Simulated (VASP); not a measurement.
Computed with r2SCAN meta-GGA, VASP's PBE PAW potentials (set 64) (plane waves; VASP).

The input files of a VASP run:

INCAR:
```
! general
SYSTEM  = PtSe2
PREC    = Accurate
ENCUT   = 400
LREAL   = .FALSE.
LASPH   = .TRUE.

! electronic loop
EDIFF   = 1E-7
NELM    = 100
ALGO    = Normal
LMAXMIX = 6
LMIXTAU = .TRUE.

! smearing
ISMEAR  = -5

! functional
METAGGA = R2SCAN

! ions
ISIF    = 2

! output
LWAVE   = .FALSE.
LCHARG  = .FALSE.
LORBIT  = 11
NEDOS   = 601

! other
LEFG    = .TRUE.
```

File POSCAR:
```
PtSe2
1
    0.0000000000     3.1289297914     3.1289297914
    3.1289297914     0.0000000000     3.1289297914
    3.1289297914     3.1289297914     0.0000000000
Pt Se
1 2
Direct
  0.0000000000   0.0000000000   0.0000000000
  0.2500000000   0.2500000000   0.2500000000
  0.7500000000   0.7500000000   0.7500000000
```

File KPOINTS_OPT:
```
k-points along high-symmetry lines
10
Line-mode
Reciprocal
  0.000000   0.000000   0.000000 ! GAMMA
  0.500000   0.000000   0.500000 ! X

  0.500000   0.000000   0.500000 ! X
  0.625000   0.250000   0.625000 ! U

  0.375000   0.375000   0.750000 ! K
  0.000000   0.000000   0.000000 ! GAMMA

  0.000000   0.000000   0.000000 ! GAMMA
  0.500000   0.500000   0.500000 ! L

  0.500000   0.500000   0.500000 ! L
  0.500000   0.250000   0.750000 ! W

  0.500000   0.250000   0.750000 ! W
  0.500000   0.000000   0.500000 ! X
```

### KPOINTS
```
Regular mesh
0
G
10 10 10
0 0 0
```

POTCAR, in this order: Pt Se (PBE.64 set). Program: vasp_std.

The run wrote:

**OSZICAR**
```
       N       E                     dE             d eps       ncg     rms          rms(c)
DAV:   1     0.278967675378E+02    0.27897E+02   -0.88984E+03  1450   0.106E+03
DAV:   2    -0.815255259098E+02   -0.10942E+03   -0.10730E+03  1845   0.216E+02
DAV:   3    -0.858131645327E+02   -0.42876E+01   -0.42632E+01  1628   0.456E+01
DAV:   4    -0.858493722222E+02   -0.36208E-01   -0.36151E-01  1802   0.451E+00
DAV:   5    -0.858498074430E+02   -0.43522E-03   -0.43462E-03  1676   0.467E-01    0.121E+01
DAV:   6    -0.799952305407E+02    0.58546E+01   -0.91660E+00  1452   0.271E+01    0.122E+01
DAV:   7    -0.796246046511E+02    0.37063E+00   -0.13524E+00  1424   0.123E+01    0.567E+00
DAV:   8    -0.795915380159E+02    0.33067E-01   -0.46003E-01  1481   0.552E+00    0.163E+00
DAV:   9    -0.796156850621E+02   -0.24147E-01   -0.98052E-02  1418   0.315E+00    0.464E-01
DAV:  10    -0.796247930887E+02   -0.91080E-02   -0.10379E-02  1480   0.855E-01    0.154E-01
DAV:  11    -0.796250422915E+02   -0.24920E-03   -0.19231E-03  1529   0.485E-01    0.442E-02
DAV:  12    -0.796256432573E+02   -0.60097E-03   -0.83364E-04  1620   0.266E-01    0.286E-02
DAV:  13    -0.796258461509E+02   -0.20289E-03   -0.73025E-05  1501   0.105E-01    0.182E-02
DAV:  14    -0.796257533309E+02    0.92820E-04   -0.43221E-05  1522   0.654E-02    0.465E-03
DAV:  15    -0.796257858344E+02   -0.32503E-04   -0.50341E-06  1487   0.252E-02    0.283E-03
DAV:  16    -0.796257962788E+02   -0.10444E-04   -0.12765E-06  1606   0.108E-02    0.128E-03
DAV:  17    -0.796257976977E+02   -0.14189E-05   -0.18756E-07  1090   0.374E-03    0.208E-04
DAV:  18    -0.796257985249E+02   -0.82719E-06   -0.29182E-08   747   0.176E-03    0.297E-04
DAV:  19    -0.796257979085E+02    0.61636E-06   -0.31185E-08   726   0.995E-04    0.139E-04
DAV:  20    -0.796257979011E+02    0.73744E-08   -0.11811E-09   740   0.347E-04
   1 F= -.79625798E+02 E0= -.79625798E+02  d E =0.000000E+00
       N       E                     dE             ncg
       N       E                     dE             ncg
```

OUTCAR:
```
------------------------ aborting loop because EDIFF is reached ----------------------------------------
  FORCE on cell =-STRESS in cart. coord.  units (eV):
  Direction    XX          YY          ZZ          XY          YZ          ZX
  --------------------------------------------------------------------------------------
  Total        0.0068074      0.0068074      0.0068074      0.0000000      0.0000000      0.0000000
  in kB        0.1780221      0.1780221      0.1780221      0.0000000      0.0000000      0.0000000
  external PRESSURE =       0.1780221 kB  Pullay stress =       0.0000000 kB
  volume of cell :       61.27
      direct lattice vectors                 reciprocal lattice vectors
     0.000000000  3.128929791  3.128929791    -0.159799047  0.159799047  0.159799047
     3.128929791  0.000000000  3.128929791     0.159799047 -0.159799047  0.159799047
     3.128929791  3.128929791  0.000000000     0.159799047  0.159799047 -0.159799047
 POSITION                                       TOTAL-FORCE (eV/Angst)
 -----------------------------------------------------------------------------------
      0.00000      0.00000      0.00000         0.000000      0.000000      0.000000
      1.56446      1.56446      1.56446        -0.000000     -0.000000     -0.000000
      4.69339      4.69339      4.69339         0.000000      0.000000      0.000000
 -----------------------------------------------------------------------------------
    total drift:                                0.000000     -0.000000     -0.000000
  FREE ENERGIE OF THE ION-ELECTRON SYSTEM (eV)
  ---------------------------------------------------
  free  energy   TOTEN  =       -79.6257979011 eV

  energy  without entropy=      -79.6257979011  energy(sigma->0) =      -79.62579790

 total charge

# of ion       s       p       d       tot
------------------------------------------
    1        0.544   0.506   8.049   9.099
    2        1.545   2.135   0.063   3.744
    3        1.545   2.135   0.063   3.744
--------------------------------------------------
tot          3.635   4.777   8.175  16.587

 Electric field gradients after diagonalization (V/A^2)
 (convention: |V_zz| > |V_xx| > |V_yy|)
----------------------------------------------------------------------
 ion       V_xx      V_yy      V_zz     asymmetry (V_yy - V_xx)/ V_zz
----------------------------------------------------------------------
   1      -0.000    -0.000     0.001       0.000
   2       0.001     0.001    -0.001       0.000
   3       0.001     0.001    -0.001       0.000
```
(Selected blocks of OUTCAR.)

**OUTCAR**
```
 val. band max:        6.9285993069   @ k =   0.2000   0.2000   0.0000

 cond. band min:       6.8454246789   @ k =  -0.2000   0.1000   0.0000


 Fermi energy:         6.8413644542

 k-point     1 :       0.0000    0.0000    0.0000
  band No.  band energies     occupation
      1     -10.0845      2.00000
      2      -5.9390      2.00000
      3      -0.3709      2.00000
      4      -0.3709      2.00000
      5      -0.3709      2.00000
      6       2.6450      2.00000
      7       2.6450      2.00000
      8       5.3408      2.00000
      9       5.3408      2.00000
     10       5.3408      2.00000
     11       6.8585      1.97568
     12       6.8585      1.61907
     13       6.8585      0.26902
     14       8.7856      0.00000
     15      10.3046      0.00000

 k-point     2 :       0.1000    0.0000    0.0000
  band No.  band energies     occupation
      1      -9.9958      2.00000
      2      -6.1076      2.00000
      3      -0.3098      2.00000
      4      -0.3098      2.00000
      5      -0.0970      2.00000
      6       2.5767      2.00000
      7       2.5767      2.00000
      8       4.5565      2.00000
      9       5.1932      2.00000
     10       5.1932      2.00000
     11       6.6180      2.00292
     12       6.8181      1.98865
     13       6.8181      1.86086
     14       9.2144      0.00000
     15      10.6200      0.00000

 k-point     3 :       0.2000    0.0000    0.0000
  band No.  band energies     occupation
      1      -9.7381      2.00000
      2      -6.5285      2.00000
      3      -0.1408      2.00000
      4      -0.1408      2.00000
      5       0.6109      2.00000
      6       2.4316      2.00000
      7       2.4316      2.00000
      8       3.2006      2.00000
      9       4.7357      2.00000
     10       4.7357      2.00000
     11       5.9840      2.00000
     12       6.8131      1.97208
     13       6.8131      1.10532
     14       9.7836      0.00000
     15      11.4327      0.00000
...
```

For a metal the tetrahedron method with Blöchl corrections gives inexact stress and forces. Unless said otherwise, spin-orbit coupling is left out, though it shifts the bands of the heavy elements here.

The structure was generated: PtSe2 was put into the fluorite type (Fm-3m), which need not be its known phase. It was relaxed first, which changed the volume by +12 %.
